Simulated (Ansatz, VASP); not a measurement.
# Co: VASP beside Ansatz

Wanted: the spread between two codes on one cell, functional and k mesh. The structure shown is the end of the Ansatz relaxation below.

Calculated with Ansatz 0.2.0; plane waves, with VASP 6.6.1 beside it; single point at PBEsol.

### Step 1. Starting point

Symmetry: P6_3/mmc, No. 194, hexagonal system. The conventional cell has a = 2.379 Å, b = 2.379 Å, c = 3.839 Å, α = 90.00°, β = 90.00°, γ = 120.00°. Nearest to Co lie 12 Co at 2.36 to 2.38 Å.

### Step 2. Ansatz: relaxation, PBEsol

Ansatz runs on its PAW soft_1 files.

This run makes the geometry at which the two programs are then compared.

The input, input.yaml:

```yaml
crystal:
  lattice:
    - [2.4567210838, 0.0, 0.0]
    - [-1.2283605419, 2.1275828686, 0.0]
    - [0.0, 0.0, 3.9681891211]
  atoms:
    - { symbol: Co, position: [0.3333333333, 0.6666666667, 0.75], spin: 1.6 }
    - { symbol: Co, position: [0.6666666667, 0.3333333333, 0.25], spin: 1.6 }
magnetization:
  spin_polarized: true
kpoints:
  mp_grid: { grid: [20, 20, 11] }
scf:
  occupations: { method: fermi_dirac, width: 0.05 }
hamiltonian:
  xc: pbesol
  pseudopotentials: { kind: paw, azcp: { folder: soft_1 }, xc_functional: pbe }
basis:
  ecutwfc: 600
output:
  forces: true
  stress: true
  write_density: true
  write_potential: true
  elf: true
  volumetric_format: npy
relax:
  f_tol: 0.005
  max_steps: 70
  cell: { stress_tol: 0.02, p_target: 30 }
```

Run with:

```console
> ansatz run input.yaml --threads 3 --pin off --max-ram 5120MiB --backend cpu --events-out ev --progress --plain --runs-dir out
```

Numbers of over 12 decimals in the logs are rounded to 6 here.

Output:

```text
Engine: ansatz 0.2.0, x86_64-unknown-linux-gnu
Pseudopotentials: kind: paw
Pseudopotential: Co, paw, valence charge 17, recommended cutoff 420 eV (normal), soft_1/Co.paw.azcp
Functional definition: PBEsol
  exchange = pbesol_x
  correlation = pbesol_c
Crystal: 2 atoms, lattice volume = 20.741 Å³
Basis set: ecut = 600 eV, 687 PW (Γ), exchange–correlation on 40×40×64 points (8 copies of the dense FFT grid, shifted against one another)
Bands: 23, of which v1, the nominal top of the filled ones, is band 17 counted from 1 (16 counted from 0)
Symmetry: 24 space group operations
Space group: P63/mmc (ITA 194), of the structure as read, at distance tolerance 2.7e-5 Å
Magnetic group: BNS 194.263 (UNI 1493), of the structure as read, at distance tolerance 2.7e-5 Å
k-points: 264 of 4400
Non-local potential: Co, projectors of the file, l = 0: 3, l = 1: 2, l = 2: 3, l = 3: 1
PAW form: soft (Blöchl's): semilocal exchange-correlation on the pseudo side does not see the compensation charge
PAW frozen core: Co, regenerated for the run's functional, and the local potential with it (the file was generated under x = pbe(κ = 0.804, μ = 0.219515), c = pbe(β = 0.066725))
PAW one-centre angular grid: Co, 590 points (default); XC on 64 Gauss nodes
Initial density: superposition of atomic densities (chi_scale 0.1, normalization cell)
Starting moments: Σ|m| = 3.2 μB on 2 of 2 sites
Initial wavefunctions: pseudopotential atomic-orbital guess
Functional: x = pbesol(κ = 0.804, μ = 0.123457), c = pbesol(β = 0.046)
SCF iter   1: F=—  HF=-10185.570340 eV  |F-HF|=—  |Δ(HF+E_count)|=         —  Δρ=9.94e-2 (↑3.94e-2 ↓9.94e-2)  dr2=2.62e0  dr2_m=1.80e-1  M=3.080 μB ∫|m|=3.186 μB  β_m=0.30  ethr=3.10e-3  ⟨swp⟩=5.4  Hψ=47450  notcnv=0
Mixer restart at iter 1: flushing history
preconditioner: auto → none  [metal: Δε(μ)=0.007 eV  Ē_g=9.429 eV  σ=0.050 eV  W_gap=0.03  n_scr=8 (ndim 8)  ℏωp=34.6 eV  f_vac=0.000  D(μ)=2.49/eV (n_scr^D=34)  sad-step TF]
SCF iter   2: F=—  HF=-10184.453050 eV  |F-HF|=—  |Δ(HF+E_count)|=    1.12e0  Δρ=4.01e-2 (↑3.23e-2 ↓4.01e-2)  dr2=1.07e-1  dr2_m=2.14e-1  M=3.173 μB ∫|m|=3.315 μB  β_m=0.34  ethr=3.10e-3  ⟨swp⟩=2.5  Hψ=24200  notcnv=0  defer=282
SCF iter   3: F=—  HF=-10185.064037 eV  |F-HF|=—  |Δ(HF+E_count)|=         —  Δρ=4.65e-2 (↑4.65e-2 ↓2.15e-2)  dr2=5.74e-2  dr2_m=2.05e-1  M=3.277 μB ∫|m|=3.466 μB  β_m=0.34  ethr=3.15e-4  ⟨swp⟩=2.0  Hψ=17082  notcnv=0  defer=282
Mixer restart at iter 3: flushing history
SCF iter   4: F=—  HF=-10185.482289 eV  |F-HF|=—  |Δ(HF+E_count)|=   4.18e-1  Δρ=2.87e-2 (↑2.87e-2 ↓1.33e-2)  dr2=2.17e-2  dr2_m=7.97e-2  M=3.240 μB ∫|m|=3.453 μB  β_m=0.62  ethr=1.69e-4  ⟨swp⟩=2.5  Hψ=21463  notcnv=0  defer=282
SCF iter   5: F=—  HF=-10185.981152 eV  |F-HF|=—  |Δ(HF+E_count)|=   4.99e-1  Δρ=1.38e-2 (↑1.38e-2 ↓1.07e-2)  dr2=7.32e-2  dr2_m=6.24e-4  M=3.176 μB ∫|m|=3.439 μB  β_m=0.79  ethr=6.38e-5  ⟨swp⟩=2.2  Hψ=22172  notcnv=0  defer=245
SCF iter   6: F=—  HF=-10186.013810 eV  |F-HF|=—  |Δ(HF+E_count)|=   3.27e-2  Δρ=6.52e-3 (↑6.52e-3 ↓4.62e-3)  dr2=1.28e-2  dr2_m=2.30e-4  M=3.159 μB ∫|m|=3.433 μB  β_m=0.71  ethr=6.38e-5  ⟨swp⟩=2.0  Hψ=24502  notcnv=0  defer=234
SCF iter   7: F=—  HF=-10186.008909 eV  |F-HF|=—  |Δ(HF+E_count)|=   4.90e-3  Δρ=2.11e-3 (↑2.11e-3 ↓1.22e-3)  dr2=1.07e-3  dr2_m=4.90e-5  M=3.158 μB ∫|m|=3.434 μB  β_m=0.86  ethr=3.76e-5  ⟨swp⟩=2.3  Hψ=20493  notcnv=0  defer=213
SCF iter   8: F=—  HF=-10186.008523 eV  |F-HF|=—  |Δ(HF+E_count)|=   3.86e-4  Δρ=4.11e-4 (↑4.11e-4 ↓1.44e-4)  dr2=2.46e-5  dr2_m=4.69e-6  M=3.157 μB ∫|m|=3.433 μB  β_m=0.93  ethr=3.13e-6  ⟨swp⟩=2.2  Hψ=17837  notcnv=0  defer=213
SCF iter   9: F=—  HF=-10186.008520 eV  |F-HF|=—  |Δ(HF+E_count)|=   3.11e-6  Δρ=4.19e-5 (↑4.19e-5 ↓2.76e-5)  dr2=4.03e-8  dr2_m=2.04e-7  M=3.157 μB ∫|m|=3.433 μB  β_m=0.96  ethr=7.25e-8  ⟨swp⟩=2.6  Hψ=19393  notcnv=0  defer=213
SCF iter  10: F=—  HF=-10186.008520 eV  |F-HF|=—  |Δ(HF+E_count)|=   4.15e-7  Δρ=8.28e-6 (↑2.19e-6 ↓8.28e-6)  dr2=1.14e-8  dr2_m=3.47e-9  M=3.157 μB ∫|m|=3.433 μB  β_m=0.97  ethr=1.18e-10  ⟨swp⟩=2.0  Hψ=21119  notcnv=0  defer=213
SCF iter  11: F=-10186.008520 eV  HF=-10186.008520 eV  |F-HF|=1.62e-10  |Δ(HF+E_count)|=   7.65e-9  Δρ=1.15e-6 (↑3.77e-7 ↓1.15e-6)  dr2=2.92e-10  dr2_m=3.44e-11  M=3.157 μB ∫|m|=3.433 μB  ethr=3.34e-11  ⟨swp⟩=5.0  Hψ=62909  notcnv=0
SCF 1 converged in 11 iterations: F = -10186.008520 eV  dr2 = 2.92e-10
  greatest PAW one-centre occupation: 1.001 electrons in one spin orbital (limit 2), on the Co atom at site 1 (counted from 0), in its partial waves of l = 1
relax step   1: F+E_penalty+E_count = -10186.00852007 eV  Δ(F+E_penalty+E_count) = +0.000e0 eV  max|allowed force component| = 6.476e-17 eV/Å  Δτ_max = 0.0000 Å  P = +0.005 GPa  Ω = 20.741 Å³  (11 SCF iters, dr2 threshold 1.00e-7 eV, accepted)
[...]
relax step   5: F+E_penalty+E_count = -10185.84295849 eV  Δ(F+E_penalty+E_count) = +1.148e-3 eV  max|allowed force component| = 1.480e-16 eV/Å  Δτ_max = 0.0000 Å  P = +30.007 GPa  Ω = 18.808 Å³  energy of the carried Pulay correction = +4.199e-4 eV  (5 SCF iters, dr2 threshold 9.64e-8 eV, accepted)
[...]
relax step   6: F+E_penalty+E_count = -10185.84302375 eV  Δ(F+E_penalty+E_count) = -6.526e-5 eV  max|allowed force component| = 4.163e-17 eV/Å  Δτ_max = 0.0000 Å  P = +29.999 GPa  Ω = 18.808 Å³  energy of the carried Pulay correction = +4.198e-4 eV  (4 SCF iters, dr2 threshold 5.06e-9 eV, accepted)
[...]
relax step   7: F+E_penalty+E_count = -10185.84255651 eV  Δ(F+E_penalty+E_count) = +4.672e-4 eV  max|allowed force component| = 3.932e-17 eV/Å  Δτ_max = 0.0000 Å  P = +30.004 GPa  Ω = 18.808 Å³  stress off target by 4.39e-3 GPa  SCF on the basis re-selected at this cell (its energy is not comparable with the rows above)  (8 SCF iters)
basis re-selected at this cell: Δ(F+E_penalty+E_count) = +4.672e-4 eV, ΔP = +0.005 GPa vs the last step (what re-selecting the basis moved, of the pressure what is left beyond the Pulay correction that the steps carried, after the strain that the cell walked since its last selection, with what the two solves' SCF thresholds leave and, on support functions, any second-order correction that the steps lacked; it is no m [...]
SCF converged after 8 iterations
Magnetization: 2.9836 μB (18.4918 up, 15.5082 down)
Absolute magnetization: 3.2153 μB (∫|ρ↑−ρ↓|, with the PAW one-centre terms)
Spin contamination: 0.0349 ħ² per cell (⟨S²⟩ above its minimum at these occupations)
Per-site moments (μB) at R_I (Å): [(1.544577, 0.973510), (1.544577, 0.973510)]
Free energy (F): -10185.842557 eV
Harris-Foulkes:  -10185.842557 eV  (|F-HF|=1.82e-12)
Internal energy: -10185.829406 eV  (E = F + TS)
E sigma→0 (E₀):  -10185.835981 eV
Entropy (-TS):   -0.013151 eV (-6.575 meV/atom)
Fermi energy:    21.933185 eV
--- Per-component energies (eV) ---
  E_band       = -381.082094
  E_kinetic    = 590.667054
  E_local      = -4886.711717  (includes V_loc(G=0)·N_el)
  E_nonlocal   = 873.338287
  E_hartree    = 2194.351399
  E_xc         = -186.814283
  E_vxc        = -241.448034  (∫ρ·V_xc dr)
  E_paw        = -3076.958727  (= ΣΔE_a)
  E_vpaw       = -1105.630364  (= ΣTr[D̂ρ^β])
  E_aug_tail   = -0.000046  (compensation charges beyond the density's cutoff)
  E_ewald      = -5694.078211
  E_core_change = 0.376839  (= ΣΔE_core)
  E_smearing   = -0.013151  (= −TS)
  E_closure    = 0.000000  (closes the sum)
  Σ components = -10185.842557   (vs F -10185.842557, Δ=0.00e0)
--- Forces (eV/Å), atoms counted from 1 ---
  atom   1  Co     0.00000000     0.00000000    -0.00000000
  atom   2  Co     0.00000000    -0.00000000     0.00000000
  max |Σ_I F_I| component: 4.63e-18 eV/Å
--- Stress (GPa, compression-positive) ---
       30.004198      -0.000000       0.000000
       -0.000000      30.004198      -0.000000
        0.000000      -0.000000      30.004386
  P = ⅓ Tr σ = 30.0043 GPa (300.043 kbar)
--- Band table (eV; the first three rows and the last of 528) ---
  k-point 0 ↑: bands = [... 13 lower, 19.5507, 19.5507, 19.9903, 19.9903, 21.3944, 21.3944, 21.6971, 29.6561, ... 2 higher]
  k-point 1 ↑: bands = [... 13 lower, 19.5204, 19.5204, 20.0595, 20.0595, 21.3548, 21.3903, 21.3903, 30.1652, ... 2 higher]
  k-point 2 ↑: bands = [... 13 lower, 19.4383, 19.4383, 20.2326, 20.2326, 20.5614, 21.3716, 21.3716, 31.4763, ... 2 higher]
  k-point 263 ↓: bands = [... 13 lower, 19.8046, 21.5319, 21.7305, 23.1724, 23.2124, 28.8826, 28.8986, 30.8974, ... 2 higher]
--- Relaxed structure (6 steps of the walk, 6 accepted, 1 SCFs on fresh bases) ---
  F+E_penalty+E_count = -10185.84255651 eV   max|allowed force component| = 3.932e-17 eV/Å   (the final SCF, on the basis selected at the relaxed cell)
  cell:  # Å, volume = 18.8081 Å³
    - [2.378571, 0, 0]
    - [-1.189286, 2.059903, -2.5372689746876796e-18]
    - [0, -4.732301284849195e-18, 3.838671]
  atoms:
    - { symbol: Co, position: [0.333333, 0.666667, 0.75] }
    - { symbol: Co, position: [0.666667, 0.333333, 0.25] }
```

### Step 3. VASP: single point, PBEsol

The same cell, functional, mesh and smearing now go to VASP, with its own data sets.

Lines of VASP's logs that name or quote its potential files are left out, and so is its time.

The input, INCAR:

```
SYSTEM = Co
PREC = Accurate
ENCUT = 600
EDIFF = 1E-06
NELM = 200
ISMEAR = -1
SIGMA = 0.05
LREAL = .FALSE.
ALGO = Normal
GGA = PS
NBANDS = 18
ISPIN = 2
MAGMOM = 1.54 1.54
LASPH = .TRUE.
LMAXMIX = 4
LORBIT = 11
LWAVE = .FALSE.
LCHARG = .FALSE.
ISIF = 2
GGA_COMPAT = .FALSE.
KPAR = 2
```

The input, POSCAR:

```
Co
1.0
    2.3785710148      0.0000000000      0.0000000000
   -1.1892855074      2.0599029235      0.0000000000
    0.0000000000      0.0000000000      3.8386713946
Co
2
Direct
    0.3333333333      0.6666666667      0.7500000000
    0.6666666667      0.3333333333      0.2500000000
```

The input, KPOINTS:

```
Automatic mesh
0
Gamma
20 20 11
0 0 0
```

Potentials, in the order of the species: Co (PBE family, release 64).

Run with:

```console
> mpirun -np 2 vasp_std
```

Output:

```text
[banner, memory and clock lines left out]
running    2 mpi-ranks, on    1 nodes
 distrk:  each k-point on    1 cores,    2 groups
 distr:  one band on    1 cores,    1 groups

 POSCAR found type information on POSCAR Co
 POSCAR found :  1 types and       2 ions
|                                                                             |
|               ----> ADVICE to this user running VASP <----                  |
|                                                                             |
|     You enforced a specific xc type in the INCAR file but a different       |
|     [... a line on the potential file left out ...]
|     I HOPE YOU KNOW WHAT YOU ARE DOING!                                     |
|                                                                             |

 LDA part: xc-table for (Slater+PW92), standard interpolation
 POSCAR, INCAR and KPOINTS ok, starting setup
 FFT: planning ... GRIDC
 FFT: planning ... GRID_SOFT
 FFT: planning ... GRID
 WAVECAR not read
 entering main loop
       N       E                     dE             d eps       ncg     rms          rms(c)
DAV:   1     0.855972798434E+02    0.85597E+02   -0.88550E+03 20034   0.152E+03
DAV:   2    -0.139465411502E+02   -0.99544E+02   -0.90285E+02 19070   0.245E+02
DAV:   3    -0.177479085883E+02   -0.38014E+01   -0.36668E+01 20944   0.605E+01
DAV:   4    -0.178056006552E+02   -0.57692E-01   -0.57653E-01 23768   0.632E+00
DAV:   5    -0.178070369368E+02   -0.14363E-02   -0.14362E-02 21682   0.938E-01    0.184E+01
DAV:   6    -0.155995353699E+02    0.22075E+01   -0.80416E+00 20226   0.624E+01    0.601E+00
DAV:   7    -0.153583476507E+02    0.24119E+00   -0.10115E+00 22858   0.200E+01    0.404E+00
DAV:   8    -0.153401019129E+02    0.18246E-01   -0.16718E-02 26414   0.151E+00    0.234E+00
DAV:   9    -0.153244154250E+02    0.15686E-01   -0.42146E-03 27582   0.101E+00    0.758E-01
DAV:  10    -0.153256250405E+02   -0.12096E-02   -0.34229E-04 26190   0.256E-01    0.569E-01
DAV:  11    -0.153272261991E+02   -0.16012E-02   -0.65726E-04 26610   0.497E-01    0.687E-02
DAV:  12    -0.153272367209E+02   -0.10522E-04   -0.53117E-05 22872   0.654E-02    0.174E-02
DAV:  13    -0.153272364796E+02    0.24129E-06   -0.18444E-06 20146   0.201E-02
   1 F= -.15327236E+02 E0= -.15320618E+02  d E =-.132367E-01  mag=     2.9737
```

OUTCAR, selected parts (step 3):

```text
ion  position               nearest neighbor table
   1  0.333  0.667  0.750-   2 2.36   2 2.36   2 2.36   2 2.36   2 2.36   2 2.36
   2  0.667  0.333  0.250-   1 2.36   1 2.36   1 2.36   1 2.36   1 2.36   1 2.36

  LATTYP: Found a hexagonal cell.
 ALAT       =     2.3785710148
 C/A-ratio  =     1.6138561223

 Subroutine GETGRP returns: Found 24 space group operations
 (whereof 12 operations were pure point group operations)

The static configuration has the point symmetry D_3d.
 The point group associated with its full space group is D_6h.

 Found    264 irreducible k-points:

   k-points           NKPTS =    264   k-points in BZ     NKDIM =    264   number of bands    NBANDS=     18

   dimension x,y,z NGX =    20 NGY =   20 NGZ =   32
   dimension x,y,z NGXF=    40 NGYF=   40 NGZF=   64

   ENCUT  =  600.0 eV  44.10 Ry    6.64 a.u.   4.75  4.75  7.67*2*pi/ulx,y,z

   NELECT =      18.0000    total number of electrons

 k-points in reciprocal lattice and weights: Automatic mesh
   0.00000000  0.00000000  0.00000000       0.000
   0.05000000  0.00000000  0.00000000       0.001
   0.10000000 -0.00000000  0.00000000       0.001
   0.15000000  0.00000000  0.00000000       0.001
   0.20000000 -0.00000000  0.00000000       0.001
   0.25000000  0.00000000  0.00000000       0.001
   0.30000000  0.00000000  0.00000000       0.001
   0.35000000 -0.00000000  0.00000000       0.001
   0.40000000  0.00000000  0.00000000       0.001
[...]
0.30000000  0.30000000  0.45454545       0.003
   0.35000000  0.30000000  0.45454545       0.003

 average (electrostatic) potential at core
       1 -76.1079       2 -76.1079

 E-fermi :  12.2330

 spin component 1
 k-point     1 :       0.0000    0.0000    0.0000
  band No.  band energies     occupation
    ...
      8      10.3045      1.00000
      9      10.3045      1.00000
     10      11.6949      0.99998
     11      11.6949      0.99998
     12      12.0749      0.95937
     13      20.0052      0.00000
     14      35.3353      0.00000
     15      38.9023      0.00000
     16      39.2162      0.00000
     17      39.4216      0.00000
    ...

 k-point     2 :       0.0500    0.0000    0.0000
  band No.  band energies     occupation
    ...
      7       9.9150      1.00000
      8      10.2472      1.00000
      9      10.2705      1.00000
     10      11.0406      1.00000
     11      11.7102      0.99997
     12      12.8452      0.00000
     13      20.0155      0.00000
     14      34.8875      0.00000
     15      37.4153      0.00000
     16      38.1309      0.00000
    ...

 k-point     3 :       0.1000   -0.0000    0.0000
  band No.  band energies     occupation
    ...
      7       9.9540      1.00000
      8      10.0482      1.00000
      9      10.1765      1.00000
     10      10.4956      1.00000
     11      11.7501      0.99994
     12      13.8614      0.00000
     13      20.0493      0.00000
     14      33.2907      0.00000
     15      36.2463      0.00000
     16      36.4677      0.00000
    ...

 k-point     4 :       0.1500    0.0000    0.0000
  band No.  band energies     occupation
    ...
      7       9.9994      1.00000
      8      10.0409      1.00000
      9      10.2598      1.00000
     10      10.2806      1.00000
     11      11.8017      0.99982
     12      14.9597      0.00000
     13      20.1143      0.00000
     14      31.0235      0.00000
     15      34.8769      0.00000
     16      35.6400      0.00000
    ...

 k-point     5 :       0.2000   -0.0000    0.0000
  band No.  band energies     occupation
    ...
      7      10.1308      1.00000
      8      10.2233      1.00000
      9      10.2641      1.00000
     10      10.5345      1.00000
     11      11.8537      0.99949
     12      16.1279      0.00000
     13      20.2181      0.00000
     14      28.6586      0.00000
     15      33.3970      0.00000
     16      35.0818      0.00000
    ...

 k-point     6 :       0.2500    0.0000    0.0000
  band No.  band energies     occupation
    ...
      7       9.9870      1.00000
      8      10.5879      1.00000
      9      10.6118      1.00000
     10      10.8510      1.00000
     11      11.8991      0.99874
     12      17.3577      0.00000
     13      20.3516      0.00000
     14      26.3884      0.00000
     15      32.0526      0.00000
     16      33.9500      0.00000
    ...

  Total        3.3523281      3.3523281      3.3403678      0.0000000     -0.0000000     -0.0000000
  in kB      285.5704599    285.5704599    284.5516203      0.0000000     -0.0000000     -0.0000000
  external PRESSURE =     285.2308467 kB  Pullay stress =       0.0000000 kB

  energy-cutoff  :      600.00
  volume of cell :       18.81
      direct lattice vectors                 reciprocal lattice vectors
     2.378571015  0.000000000  0.000000000     0.420420494  0.242729885  0.000000000
    -1.189285507  2.059902924  0.000000000     0.000000000  0.485459770  0.000000000
     0.000000000  0.000000000  3.838671395     0.000000000  0.000000000  0.260506800

 POSITION                                       TOTAL-FORCE (eV/Angst)
 -----------------------------------------------------------------------------------
     -0.00000      1.37327      2.87900        -0.000000      0.000000      0.000000
      1.18929      0.68663      0.95967         0.000000     -0.000000      0.000000
 -----------------------------------------------------------------------------------
    total drift:                                0.000000     -0.000000     -0.000000

  FREE ENERGIE OF THE ION-ELECTRON SYSTEM (eV)
  ---------------------------------------------------
  free  energy   TOTEN  =       -15.3272364796 eV

  energy  without entropy=      -15.3139997396  energy(sigma->0) =      -15.32061811

 total charge
# of ion       s       p       d       tot
------------------------------------------
    1        0.554   0.663   7.376   8.593
    2        0.554   0.663   7.376   8.593
--------------------------------------------------
tot          1.109   1.326  14.751  17.186

 magnetization (x)
# of ion       s       p       d       tot
------------------------------------------
    1       -0.016  -0.051   1.544   1.477
    2       -0.016  -0.051   1.544   1.477
--------------------------------------------------
tot         -0.032  -0.102   3.087   2.953

[... 6 further parts left out ...]
```

The magnetic state follows from one typed start and may not be the lowest.

### Step 4. Differences

Known differences besides the potentials themselves: VASP starts from the moments at which Ansatz ended; the data sets hold 34 valence electrons in Ansatz (on its PAW soft_1 files) and 18 in VASP; Ansatz makes its cores anew for this functional, VASP keeps those of its PBE data sets; Ansatz's pressure holds a Pulay correction, VASP's none; site moments are counted in spheres of each program's own size. Total energies have different zeros and are not compared.

Compared:

| quantity | Ansatz | VASP | difference |
| --- | --- | --- | --- |
| pressure (GPa) | 30.00 | 28.52 | +1.48 |
| total moment (μB) | 2.98 | 2.97 | +0.01 |
| moment on Co1 (μB) | 1.54 | 1.48 | +0.07 |
| moment on Co2 (μB) | 1.54 | 1.48 | +0.07 |

### Step 5. Outcome

| Item | Value |
| --- | --- |
| difference in pressure (single point, PBEsol) | 1.5 GPa |

In words: The difference in pressure is 1.5 GPa (single point, PBEsol), beyond the 1 GPa picked in this series as the mark of a large difference. The data sets hold unlike numbers of valence electrons (34 in Ansatz and 18 in VASP), so part of the differences comes from the potentials. What causes the difference of the single point, PBEsol pair stays open here. How closely two codes agree says nothing of how well the functional describes the real material.

[Lines on the potential files, build, host, timing and source positions are cut from VASP's logs without a mark.]

[Logs are printed without paths, hosts, clocks, repeated set-up lines and the standing remarks that a program may print on its own settings, such as how far it seeks lower states.]

[Hosts, paths, dates, database ids (printed as entryN), source tags and the programs' standing remarks are cut or masked in the printed files.]
